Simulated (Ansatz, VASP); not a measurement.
# GaAs in two plane-wave programs, part 2 of 4

Wanted: the spread between two codes on one cell, functional and k mesh. The cell is taken from a series of runs on this material, whose earlier steps may have relaxed, scaled, displaced or heated it; both programs get it as it stands.

VASP 6.6.1 and Ansatz 0.2.0.

So far. Step 2 (VASP: single point, r2SCAN, spin-orbit coupling, pair 1): The run ends at a pressure of 12.55 GPa.

### 3. Ansatz: single point, r2SCAN, spin-orbit coupling, pair 1

Level of this step: Ansatz beside VASP: Kohn-Sham DFT, plane waves, r2SCAN, spin-orbit coupling (Ansatz).

Ansatz runs on its PAW fully relativistic soft_1 files.

The same cell, functional, mesh and smearing now go to Ansatz, which takes its cutoff from its data sets.

The input, input.yaml:

```yaml
crystal:
  lattice:
    - [0.0, 2.7143165981, 2.7143165981]
    - [2.7143165981, 0.0, 2.7143165981]
    - [2.7143165981, 2.7143165981, 0.0]
  atoms:
    - { symbol: Ga, position: [0.0, 0.0, 0.0] }
    - { symbol: As, position: [0.75, 0.75, 0.75] }
kpoints:
  mp_grid: { grid: [6, 6, 6] }
hamiltonian:
  xc: r2scan
  pseudopotentials: { kind: paw_fr, azcp: { folder: soft_1 } }
scf:
  occupations: { method: gaussian, width: 0.01 }
  n_extra_bands: 16
output:
  eigenvalues: true
  eigenstates:
    kpoints:
      - [0.0, 0.0, 0.0]
      - [0.0, 0.003455975, 0.003455975]
      - [0.003455975, 0.0, 0.003455975]
      - [0.003455975, 0.003455975, 0.0]
      - [0.002443744, 0.002443744, 0.004887487]
      - [-0.002443744, 0.002443744, 0.0]
      - [0.002443744, 0.004887487, 0.002443744]
      - [-0.002443744, 0.0, 0.002443744]
      - [0.004887487, 0.002443744, 0.002443744]
      - [0.0, -0.002443744, 0.002443744]
      - [0.003990616, 0.003990616, 0.003990616]
      - [0.0, 0.0, 0.003990616]
      - [0.0, 0.003990616, 0.0]
      - [0.003990616, 0.0, 0.0]
      - [0.0, -0.003455975, -0.003455975]
      - [-0.003455975, 0.0, -0.003455975]
      - [-0.003455975, -0.003455975, 0.0]
      - [-0.002443744, -0.002443744, -0.004887487]
      - [0.002443744, -0.002443744, 0.0]
      - [-0.002443744, -0.004887487, -0.002443744]
      - [0.002443744, 0.0, -0.002443744]
      - [-0.004887487, -0.002443744, -0.002443744]
      - [0.0, 0.002443744, -0.002443744]
      - [-0.003990616, -0.003990616, -0.003990616]
      - [0.0, 0.0, -0.003990616]
      - [0.0, -0.003990616, 0.0]
      - [-0.003990616, 0.0, 0.0]
      - [0.0, 0.012959907, 0.012959907]
      - [0.012959907, 0.0, 0.012959907]
      - [0.012959907, 0.012959907, 0.0]
      - [0.009164038, 0.009164038, 0.018328076]
      - [-0.009164038, 0.009164038, 0.0]
      - [0.009164038, 0.018328076, 0.009164038]
      - [-0.009164038, 0.0, 0.009164038]
      - [0.018328076, 0.009164038, 0.009164038]
      - [0.0, -0.009164038, 0.009164038]
      - [0.014964812, 0.014964812, 0.014964812]
      - [0.0, 0.0, 0.014964812]
      - [0.0, 0.014964812, 0.0]
      - [0.014964812, 0.0, 0.0]
      - [0.0, -0.012959907, -0.012959907]
      - [-0.012959907, 0.0, -0.012959907]
      - [-0.012959907, -0.012959907, 0.0]
      - [-0.009164038, -0.009164038, -0.018328076]
      - [0.009164038, -0.009164038, 0.0]
      - [-0.009164038, -0.018328076, -0.009164038]
      - [0.009164038, 0.0, -0.009164038]
      - [-0.018328076, -0.009164038, -0.009164038]
      - [0.0, 0.009164038, -0.009164038]
      - [-0.014964812, -0.014964812, -0.014964812]
      - [0.0, 0.0, -0.014964812]
      - [0.0, -0.014964812, 0.0]
      - [-0.014964812, 0.0, 0.0]
      - [0.0, 0.5, 0.0]
      - [0.0, 0.503455975, 0.003455975]
      - [0.003455975, 0.5, 0.003455975]
      - [0.003455975, 0.503455975, 0.0]
      - [0.002443744, 0.502443744, 0.004887487]
      - [-0.002443744, 0.502443744, 0.0]
      - [0.002443744, 0.504887487, 0.002443744]
      - [-0.002443744, 0.5, 0.002443744]
      - [0.004887487, 0.502443744, 0.002443744]
      - [0.0, 0.497556256, 0.002443744]
      - [0.003990616, 0.503990616, 0.003990616]
      - [0.0, 0.5, 0.003990616]
      - [0.0, 0.503990616, 0.0]
      - [0.003990616, 0.5, 0.0]
      - [0.0, 0.496544025, -0.003455975]
      - [-0.003455975, 0.5, -0.003455975]
      - [-0.003455975, 0.496544025, 0.0]
      - [-0.002443744, 0.497556256, -0.004887487]
      - [0.002443744, 0.497556256, 0.0]
      - [-0.002443744, 0.495112513, -0.002443744]
      - [0.002443744, 0.5, -0.002443744]
      - [-0.004887487, 0.497556256, -0.002443744]
      - [0.0, 0.502443744, -0.002443744]
      - [-0.003990616, 0.496009384, -0.003990616]
      - [0.0, 0.5, -0.003990616]
      - [0.0, 0.496009384, 0.0]
      - [-0.003990616, 0.5, 0.0]
      - [0.0, 0.512959907, 0.012959907]
      - [0.012959907, 0.5, 0.012959907]
      - [0.012959907, 0.512959907, 0.0]
      - [0.009164038, 0.509164038, 0.018328076]
      - [-0.009164038, 0.509164038, 0.0]
      - [0.009164038, 0.518328076, 0.009164038]
      - [-0.009164038, 0.5, 0.009164038]
      - [0.018328076, 0.509164038, 0.009164038]
      - [0.0, 0.490835962, 0.009164038]
      - [0.014964812, 0.514964812, 0.014964812]
      - [0.0, 0.5, 0.014964812]
      - [0.0, 0.514964812, 0.0]
      - [0.014964812, 0.5, 0.0]
      - [0.0, 0.487040093, -0.012959907]
      - [-0.012959907, 0.5, -0.012959907]
      - [-0.012959907, 0.487040093, 0.0]
      - [-0.009164038, 0.490835962, -0.018328076]
      - [0.009164038, 0.490835962, 0.0]
      - [-0.009164038, 0.481671924, -0.009164038]
      - [0.009164038, 0.5, -0.009164038]
      - [-0.018328076, 0.490835962, -0.009164038]
      - [0.0, 0.509164038, -0.009164038]
      - [-0.014964812, 0.485035188, -0.014964812]
      - [0.0, 0.5, -0.014964812]
      - [0.0, 0.485035188, 0.0]
      - [-0.014964812, 0.5, 0.0]
      - [0.0, 0.0, 0.0]
      - [0.0, 0.003455975, 0.003455975]
      - [0.003455975, 0.0, 0.003455975]
      - [0.003455975, 0.003455975, 0.0]
      - [0.002443744, 0.002443744, 0.004887487]
      - [-0.002443744, 0.002443744, 0.0]
      - [0.002443744, 0.004887487, 0.002443744]
      - [-0.002443744, 0.0, 0.002443744]
      - [0.004887487, 0.002443744, 0.002443744]
      - [0.0, -0.002443744, 0.002443744]
      - [0.003990616, 0.003990616, 0.003990616]
      - [0.0, 0.0, 0.003990616]
      - [0.0, 0.003990616, 0.0]
      - [0.003990616, 0.0, 0.0]
      - [0.0, -0.003455975, -0.003455975]
      - [-0.003455975, 0.0, -0.003455975]
      - [-0.003455975, -0.003455975, 0.0]
      - [-0.002443744, -0.002443744, -0.004887487]
      - [0.002443744, -0.002443744, 0.0]
      - [-0.002443744, -0.004887487, -0.002443744]
      - [0.002443744, 0.0, -0.002443744]
      - [-0.004887487, -0.002443744, -0.002443744]
      - [0.0, 0.002443744, -0.002443744]
      - [-0.003990616, -0.003990616, -0.003990616]
      - [0.0, 0.0, -0.003990616]
      - [0.0, -0.003990616, 0.0]
      - [-0.003990616, 0.0, 0.0]
      - [0.0, 0.012959907, 0.012959907]
      - [0.012959907, 0.0, 0.012959907]
      - [0.012959907, 0.012959907, 0.0]
      - [0.009164038, 0.009164038, 0.018328076]
      - [-0.009164038, 0.009164038, 0.0]
      - [0.009164038, 0.018328076, 0.009164038]
      - [-0.009164038, 0.0, 0.009164038]
      - [0.018328076, 0.009164038, 0.009164038]
      - [0.0, -0.009164038, 0.009164038]
      - [0.014964812, 0.014964812, 0.014964812]
      - [0.0, 0.0, 0.014964812]
      - [0.0, 0.014964812, 0.0]
      - [0.014964812, 0.0, 0.0]
      - [0.0, -0.012959907, -0.012959907]
      - [-0.012959907, 0.0, -0.012959907]
      - [-0.012959907, -0.012959907, 0.0]
      - [-0.009164038, -0.009164038, -0.018328076]
      - [0.009164038, -0.009164038, 0.0]
      - [-0.009164038, -0.018328076, -0.009164038]
      - [0.009164038, 0.0, -0.009164038]
      - [-0.018328076, -0.009164038, -0.009164038]
      - [0.0, 0.009164038, -0.009164038]
      - [-0.014964812, -0.014964812, -0.014964812]
      - [0.0, 0.0, -0.014964812]
      - [0.0, -0.014964812, 0.0]
      - [-0.014964812, 0.0, 0.0]
      - [0.0, 0.441444128, 0.441444128]
      - [0.0, 0.444900103, 0.444900103]
      - [0.003455975, 0.441444128, 0.444900103]
      - [0.003455975, 0.444900103, 0.441444128]
      - [0.002443744, 0.443887872, 0.446331615]
      - [-0.002443744, 0.443887872, 0.441444128]
      - [0.002443744, 0.446331615, 0.443887872]
      - [-0.002443744, 0.441444128, 0.443887872]
      - [0.004887487, 0.443887872, 0.443887872]
      - [0.0, 0.439000384, 0.443887872]
      - [0.003990616, 0.445434744, 0.445434744]
      - [0.0, 0.441444128, 0.445434744]
      - [0.0, 0.445434744, 0.441444128]
      - [0.003990616, 0.441444128, 0.441444128]
      - [0.0, 0.437988153, 0.437988153]
      - [-0.003455975, 0.441444128, 0.437988153]
      - [-0.003455975, 0.437988153, 0.441444128]
      - [-0.002443744, 0.439000384, 0.436556641]
      - [0.002443744, 0.439000384, 0.441444128]
      - [-0.002443744, 0.436556641, 0.439000384]
      - [0.002443744, 0.441444128, 0.439000384]
      - [-0.004887487, 0.439000384, 0.439000384]
      - [0.0, 0.443887872, 0.439000384]
      - [-0.003990616, 0.437453512, 0.437453512]
      - [0.0, 0.441444128, 0.437453512]
      - [0.0, 0.437453512, 0.441444128]
      - [-0.003990616, 0.441444128, 0.441444128]
      - [0.0, 0.454404035, 0.454404035]
      - [0.012959907, 0.441444128, 0.454404035]
      - [0.012959907, 0.454404035, 0.441444128]
      - [0.009164038, 0.450608166, 0.459772204]
      - [-0.009164038, 0.450608166, 0.441444128]
      - [0.009164038, 0.459772204, 0.450608166]
      - [-0.009164038, 0.441444128, 0.450608166]
      - [0.018328076, 0.450608166, 0.450608166]
      - [0.0, 0.43228009, 0.450608166]
      - [0.014964812, 0.45640894, 0.45640894]
      - [0.0, 0.441444128, 0.45640894]
      - [0.0, 0.45640894, 0.441444128]
      - [0.014964812, 0.441444128, 0.441444128]
      - [0.0, 0.428484221, 0.428484221]
      - [-0.012959907, 0.441444128, 0.428484221]
      - [-0.012959907, 0.428484221, 0.441444128]
      - [-0.009164038, 0.43228009, 0.423116052]
      - [0.009164038, 0.43228009, 0.441444128]
      - [-0.009164038, 0.423116052, 0.43228009]
      - [0.009164038, 0.441444128, 0.43228009]
      - [-0.018328076, 0.43228009, 0.43228009]
      - [0.0, 0.450608166, 0.43228009]
      - [-0.014964812, 0.426479316, 0.426479316]
      - [0.0, 0.441444128, 0.426479316]
      - [0.0, 0.426479316, 0.441444128]
      - [-0.014964812, 0.441444128, 0.441444128]
magnetization:
  noncollinear: true
  spin_orbit: true
checkpoint:
  read: start.run
  write: ck
  compress: false
  write_wavefunctions: false
  write_every: 100000
```

Launch:

```bash
ansatz run input.yaml --threads 4 --pin off --max-ram 9216MiB --backend cpu --events-out ev --progress --plain --runs-dir out
```

Numbers of over 12 decimals in the logs are rounded to 6 here.

The program printed:

```text
scf.n_extra_bands = 16 over 28 filled bands (N_el = 28.0): the run solves 44 bands
Engine: ansatz 0.2.0, x86_64-unknown-linux-gnu
Pseudopotentials: kind: paw_fr
Pseudopotential: Ga, paw, valence charge 13, recommended cutoff 500 eV (meta_gga), soft_1/Ga.paw.azcp
Pseudopotential: As, paw, valence charge 15, recommended cutoff 500 eV (meta_gga), soft_1/As.paw.azcp
Functional definition: r2SCAN
  parameter k0 = 0.174
  parameter k1 = 0.065
  parameter a1 = 4.9479
  exchange = r2scan_x(k0 = k0, k1 = k1, a1 = a1)
  correlation = r2scan_c
non-collinear run that drives no moment, with spin-orbit: no starting moment large enough to seed its density (crystal.atoms[].spin), no starting occupations that ask for one, no magnetisation constraint and no magnetic field, so the semilocal B_xc is pinned to zero
Crystal: 2 atoms, lattice volume = 39.996 Å³
Basis set: ecut = 500 eV, 965 PW (Γ), exchange–correlation on 120×120×120 points (64 copies of the dense FFT grid, shifted against one another)
Bands: 44, of which v1, the nominal top of the filled ones, is band 28 counted from 1 (27 counted from 0)
Symmetry: 24 space group operations + 24 with time reversal
Magnetic group: BNS 216.75 (UNI 1577), of the structure as read, at distance tolerance 3.4e-5 Å
k-points: 16 of 216 (time reversal used)
Projection manifold: j_resolved (fully-relativistic pseudo-atomic orbitals)
Non-local potential: Ga, projectors of the file, resolved by j, l = 0: 2, l = 1: 4, l = 2: 6, l = 3: 2
Non-local potential: As, projectors of the file, resolved by j, l = 0: 2, l = 1: 4, l = 2: 6, l = 3: 2
PAW form: soft (Blöchl's): semilocal exchange-correlation on the pseudo side does not see the compensation charge
PAW frozen core: Ga, regenerated for the run's functional (the file was generated under x = pbe(κ = 0.804, μ = 0.219515), c = pbe(β = 0.066725))
PAW frozen core: As, regenerated for the run's functional (the file was generated under x = pbe(κ = 0.804, μ = 0.219515), c = pbe(β = 0.066725))
PAW one-centre angular grid: Ga, 590 points (default); XC on 224 Gauss nodes
PAW one-centre angular grid: As, 590 points (default); XC on 315 of its mesh's 2695 points in the sphere
Initial density: read from a saved state, or passed on in memory by an earlier SCF of this step, an earlier step, the calling program or the single point that the run made first
Stability of the state it starts from, as read at its close in the noncollinear treatment: not read negative (Ritz values of 1 − χ₀K, real part plus size of imaginary part, from 0.92 to 1.1, by its mixing steps under the symmetry group of the SCF that read it)
Initial wavefunctions: pseudopotential atomic-orbital guess
Functional: x = r2scan, c = r2scan; τ floored in thin density (d = 2e-4 eV/Å³)
iter 1 solved again at ethr=4.03e-7 eV; its pass at ethr=3.10e-3 eV (dr2=1.13e-4 eV) is discarded
SCF iter   1: F=—  HF=-8650.087213 eV  |F-HF|=—  |Δ(HF+E_count)|=         —  Δρ=2.52e-6  dr2=1.80e-9  dr2_τ=6.19e-12  dr2_m=0.00e0 (ungated)  ethr=4.03e-7  |M|=0.00e0 ∫|m|=0.00e0 μB  |m|>n=0.0e0 m-floor=0.0e0 τ_xc=0.0e0  β_m=0.30  ⟨swp⟩=5.4  Hψ=5887  notcnv=0  defer=2
eigensolver tolerance schedule: the retry pair's looser diagonalisation over-reported the residual by 62746.46 of it (diagonalisation noise at an unbounded share of the residual, at the tolerance the schedule requests for it); recorded, not acted on — ethr = c·dr2/N_el stays at c = 1.0e-1
preconditioner: auto → none  [insulator: Δε(μ)=1.401 eV  Ē_g=20.449 eV  σ=0.010 eV  W_gap=1.00  n_scr=14 (ndim 8)  ℏωp=24.9 eV  f_vac=0.054  D(μ)=0.00/eV (n_scr^D=0)  ε∞_Penn≈2.5]
SCF iter   2: F=—  HF=-8650.087213 eV  |F-HF|=—  |Δ(HF+E_count)|=   3.84e-7  Δρ=1.32e-6  dr2=3.84e-10  dr2_τ=2.36e-12  dr2_m=0.00e0 (ungated)  ethr=6.42e-12  |M|=0.00e0 ∫|m|=0.00e0 μB  |m|>n=0.0e0 m-floor=0.0e0 τ_xc=0.0e0  β_m=0.42  ⟨swp⟩=6.5  Hψ=2740  notcnv=0
SCF iter   3: F=-8650.087213 eV  HF=-8650.087213 eV  |F-HF|=8.73e-11  |Δ(HF+E_count)|=  2.06e-10  Δρ=5.16e-7  dr2=5.99e-11  dr2_τ=8.60e-13  dr2_m=0.00e0 (ungated)  ethr=1.37e-12  |M|=0.00e0 ∫|m|=0.00e0 μB  |m|>n=0.0e0 m-floor=0.0e0 τ_xc=0.0e0  ⟨swp⟩=1.0  Hψ=1920  notcnv=0
SCF 1 converged in 3 iterations: F = -8650.087213 eV  dr2 = 5.99e-11
  greatest PAW one-centre occupation: 0.999 electrons in one spin orbital (limit 2), on the As atom at site 1 (counted from 0), in its partial waves of l = 2
NSCF: frozen V_eff on 212 k-points
SCF converged after 3 iterations
Magnetization: |M| = 0.0000 μB,  M = (+0.0000, +0.0000, +0.0000) μB
Absolute magnetization: 0.0000 μB (∫|m|)
  site 0: m = (+0.0000, +0.0000, +0.0000) μB, |m| = 0.0000 μB  (R = 0.97 Å)
  site 1: m = (+0.0000, +0.0000, +0.0000) μB, |m| = 0.0000 μB  (R = 0.97 Å)
Free energy (F): -8650.087213 eV
Harris-Foulkes:  -8650.087213 eV  (|F-HF|=8.73e-11)
Internal energy: -8650.087213 eV  (E = F + TS)
E sigma→0 (E₀):  -8650.087213 eV
Fermi energy:    10.240156 eV
--- Per-component energies (eV) ---
  E_band       = -297.381467
  E_kinetic    = 212.958034
  E_local      = -3480.910050  (includes V_loc(G=0)·N_el)
  E_nonlocal   = -483.338646
  E_hartree    = 2065.809383
  E_xc         = -125.677316
  E_vxc        = -138.899971  (∫ρ·V_xc dr)
  E_paw        = -4026.234603  (= ΣΔE_a)
  E_vpaw       = -546.018247  (= ΣTr[D̂ρ^β])
  E_aug_tail   = 0.000055  (compensation charges beyond the density's cutoff)
  E_vtau       = 7.208568  (kinetic-family band-sum trace: ∫τ·v_τ [+ j·A + Jᵃ·Aᵃ] dr)
  E_ewald      = -2810.614889
  E_core_change = -2.079182  (= ΣΔE_core)
  E_smearing   = -0.000000  (= −TS)
  E_closure    = 0.000000  (closes the sum)
  Σ components = -8650.087213   (vs F -8650.087213, Δ=0.00e0)
--- Band table (eV; the first three rows and the last of 16) ---
  k-point 0: bands = [... 24 lower, 9.5398, 9.5398, 9.5398, 9.5398, 11.4651, 11.4651, 13.3626, 13.3626, ... 12 higher]
  k-point 1: bands = [... 24 lower, 8.8449, 8.8449, 9.0608, 9.0651, 12.0115, 12.0115, 14.0816, 14.0816, ... 12 higher]
  k-point 2: bands = [... 24 lower, 8.1845, 8.1845, 8.3967, 8.4003, 11.4322, 11.4322, 14.5114, 14.5114, ... 12 higher]
  k-point 15: bands = [... 24 lower, 5.3212, 5.4274, 5.5188, 5.5590, 13.0104, 13.0438, 13.3937, 13.4618, ... 12 higher]
```

### 4. Differences

Known differences besides the potentials themselves: spin-orbit coupling enters by fully relativistic files in Ansatz and inside the spheres in VASP; VASP keeps PBE cores, Ansatz makes them for the functional; the data sets hold 28 valence electrons in Ansatz (on its PAW fully relativistic soft_1 files) and 18 in VASP; the cutoff is 500 eV in Ansatz and 440 eV in VASP. Total energies have different zeros and are not compared.

Both answers:

```tsv
quantity	Ansatz	VASP	difference
gap on the k mesh (eV)	1.401	1.388	+0.013
```

A gap on the mesh is an upper bound, since the band edges may lie between its points.

### 5. VASP: single point, r2SCAN, spin-orbit coupling, pair 2

A single point gives forces, pressure and levels at one fixed geometry, so differences don't come from the geometry; what else differs is listed under the comparison. The cell compared in this pair holds 41.36 Å³, against 40.00 Å³ for the pair before.

The input, INCAR:

```
SYSTEM = GaAs
PREC = Accurate
ENCUT = 440
EDIFF = 1E-06
NELM = 200
ISMEAR = 0
SIGMA = 0.01
LREAL = .FALSE.
ALGO = Normal
METAGGA = R2SCAN
LASPH = .TRUE.
LNONCOLLINEAR = .TRUE.
MAGMOM = 0 0 0 0 0 0
NBANDS = 30
GGA_COMPAT = .FALSE.
LSORBIT = .TRUE.
LORBIT = 11
LWAVE = .FALSE.
LCHARG = .FALSE.
ISIF = 2
EFERMI = MIDGAP
LMIXTAU = .TRUE.
KPAR = 2
```

The input, POSCAR:

```
GaAs
1.0
    0.0000000000      2.7448170903      2.7448170903
    2.7448170903      0.0000000000      2.7448170903
    2.7448170903      2.7448170903      0.0000000000
Ga As
1 1
Direct
    0.0000000000      0.0000000000      0.0000000000
    0.7500000000      0.7500000000      0.7500000000
```

The input, KPOINTS:

```
Automatic mesh
0
Gamma
6 6 6
0 0 0
```

The projector-augmented-wave data sets are Ga_d and As (PBE family, release 64).

Launch:

```bash
mpirun -np 2 vasp_ncl
```

The program printed:

```text
[banner, memory and clock lines left out]
running    2 mpi-ranks, on    1 nodes
[...]
[... a notice as in an earlier step ...]

 LDA part: xc-table for (None), standard interpolation
 POSCAR, INCAR and KPOINTS ok, starting setup
[...]
entering main loop
       N       E                     dE             d eps       ncg     rms          rms(c)
DAV:   1     0.109027372450E+03    0.10903E+03   -0.78581E+03  1490   0.165E+03
DAV:   2    -0.124973978552E+02   -0.12152E+03   -0.11500E+03  1364   0.430E+02
DAV:   3    -0.285093814774E+02   -0.16012E+02   -0.15830E+02  1592   0.113E+02
DAV:   4    -0.289908475261E+02   -0.48147E+00   -0.48071E+00  1604   0.215E+01
[...]
DAV:  16    -0.269471560413E+02   -0.11140E-04   -0.20647E-06  1472   0.135E-02    0.587E-03
DAV:  17    -0.269471660110E+02   -0.99697E-05   -0.32567E-06  1240   0.192E-02    0.115E-03
DAV:  18    -0.269471667280E+02   -0.71703E-06   -0.32480E-07  1130   0.669E-03
   1 F= -.26947167E+02 E0= -.26947167E+02  d E =0.000000E+00  mag=     0.0000    -0.0000    -0.0000
```

Parts of OUTCAR (step 5):

```text
  Total        2.2243025      2.2243025      2.2243025     -0.0000000     -0.0000000      0.0000000
  in kB       86.1656565     86.1656565     86.1656565     -0.0000000     -0.0000000      0.0000000
  external PRESSURE =      86.1656565 kB  Pullay stress =       0.0000000 kB

 POSITION                                       TOTAL-FORCE (eV/Angst)
 -----------------------------------------------------------------------------------
      0.00000      0.00000      0.00000         0.000000      0.000000      0.000000
      4.11723      4.11723      4.11723        -0.000000     -0.000000     -0.000000
 -----------------------------------------------------------------------------------
    total drift:                                0.000003      0.000003      0.000003

  FREE ENERGIE OF THE ION-ELECTRON SYSTEM (eV)
  ---------------------------------------------------
  free  energy   TOTEN  =       -26.9471667280 eV

  energy  without entropy=      -26.9471667280  energy(sigma->0) =      -26.94716673

 magnetization (x)
# of ion       s       p       d       tot
------------------------------------------
    1        0.000   0.000  -0.000   0.000
    2       -0.000   0.000   0.000  -0.000
--------------------------------------------------
tot         -0.000   0.000  -0.000   0.000

 magnetization (y)
# of ion       s       p       d       tot
------------------------------------------
    1        0.000   0.000   0.000   0.000
    2       -0.000   0.000   0.000  -0.000
--------------------------------------------------
tot         -0.000   0.000   0.000   0.000

 magnetization (z)
# of ion       s       p       d       tot
------------------------------------------
    1       -0.000   0.000  -0.000  -0.000
    2       -0.000  -0.000   0.000  -0.000
--------------------------------------------------
tot         -0.000  -0.000   0.000  -0.000

[... 1 part as in an earlier step ...]

[... 2 further parts left out ...]
[key lines of the parts left out:]
E-fermi :   5.4085
```

The run ends at a pressure of 8.62 GPa.

[end of part 2 of 4]

[Lines on the potential files, build, host, timing and source positions are cut from VASP's logs without a mark.]

[Logs are printed without paths, hosts, clocks, repeated set-up lines and the standing remarks that a program may print on its own settings, such as how far it seeks lower states.]

[Hosts, paths, dates, database ids (printed as entryN), source tags and the programs' standing remarks are cut or masked in the printed files.]
